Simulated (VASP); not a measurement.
Al3Si2F:

```
CELL_PARAMETERS angstrom
2.84480 1.64244 3.89195
-2.84480 1.64244 3.89195
0.00000 -3.28489 3.89195
ATOMIC_POSITIONS crystal
Al 0.33736 0.33736 0.33736
Al 0.66264 0.66264 0.66264
Al 0.50000 0.50000 0.50000
Si 0.18520 0.18520 0.18520
Si 0.81480 0.81480 0.81480
F 0.00000 0.00000 0.00000
```

The cell was built by a generator and needn't be a form met in nature.

| Quantity | Value |
| --- | --- |
| Program | VASP 6.6.1 |
| Task | relaxation of cell and atoms |
| Functional | PBE |
| Potentials or basis | VASP PAW PBE potentials, release 64 (Al, Si, F) |
| Cutoff | 520 eV |
| k mesh | 3 × 3 × 3 |
| Occupations | gaussian, width 0.15 eV |
| Spin | no spin polarisation |

At the start: pressure 41.4 GPa; volume 18.18 Å³/atom.

Q: How do energy, volume and symmetry change on relaxing?

A: Over 24 steps the energy falls by 2377.1 meV/atom and the volume is 15.91 Å³/atom (-12.5 %); space group R-3m (No. 166, to 0.05 Å).

Step by step:
| step | energy change (eV) | largest force (eV/Å) | pressure (GPa) | volume (Å³) |
| --- | --- | --- | --- | --- |
| 1 | 0.0000 | 17.0724 | 41.37 | 109.11 |
| 2 | -6.5660 | 0.3613 | -18.71 | 175.12 |
| 3 | -11.1657 | 2.2192 | -6.26 | 139.58 |
| 4 | -11.1699 | 2.3263 | -5.95 | 139.00 |
| 5 | -11.1716 | 2.4345 | -5.62 | 138.43 |
| 6 | -12.3991 | 1.3204 | -7.30 | 125.45 |
| 7 | -13.7180 | 0.4784 | -5.84 | 106.60 |
| 8 | -9.7411 | 2.3290 | 49.25 | 72.30 |
| 9 | -13.9169 | 0.4473 | -3.05 | 101.21 |
| 10 | -13.9527 | 0.5064 | -0.83 | 97.78 |
| 11 | -14.0465 | 0.5571 | 0.75 | 95.73 |
| 12 | -14.0952 | 0.5668 | 2.43 | 93.38 |
| 13 | -14.1650 | 0.3951 | 0.57 | 94.99 |
| 14 | -14.1922 | 0.2364 | -0.75 | 96.54 |
| 15 | -14.1930 | 0.2197 | -0.91 | 96.80 |
| 16 | -14.2192 | 0.1134 | -0.39 | 96.11 |
| 17 | -14.2330 | 0.1433 | 0.58 | 95.10 |
| 18 | -14.2515 | 0.0467 | -0.12 | 95.83 |
| 19 | -14.2560 | 0.1161 | -1.08 | 96.82 |
| 20 | -14.2584 | 0.0527 | -0.61 | 96.35 |
| 21 | -14.2587 | 0.0679 | -0.70 | 96.46 |
| 22 | -14.2600 | 0.1079 | 0.35 | 95.29 |
| 23 | -14.2613 | 0.0929 | -0.13 | 95.77 |
| 24 | -14.2625 | 0.0563 | 0.16 | 95.48 |

Final structure:
```cif
data_structure
_symmetry_space_group_name_H-M 'P 1'
_symmetry_Int_Tables_number 1
_cell_length_a 5.9224
_cell_length_b 5.9224
_cell_length_c 5.9224
_cell_angle_alpha 45.270
_cell_angle_beta 45.270
_cell_angle_gamma 45.270
_cell_volume 95.48
loop_
_atom_site_label
_atom_site_type_symbol
_atom_site_fract_x
_atom_site_fract_y
_atom_site_fract_z
_atom_site_occupancy
Al1 Al 0.31249 0.31249 0.31249 1
Al2 Al 0.68751 0.68751 0.68751 1
Al3 Al 0.50000 0.50000 0.50000 1
Si1 Si 0.14877 0.14877 0.14877 1
Si2 Si 0.85123 0.85123 0.85123 1
F1 F 0.00000 0.00000 0.00000 1
```

Caveat: the k mesh is coarse (spacing up to 0.46 Å⁻¹), so the values aren't converged.
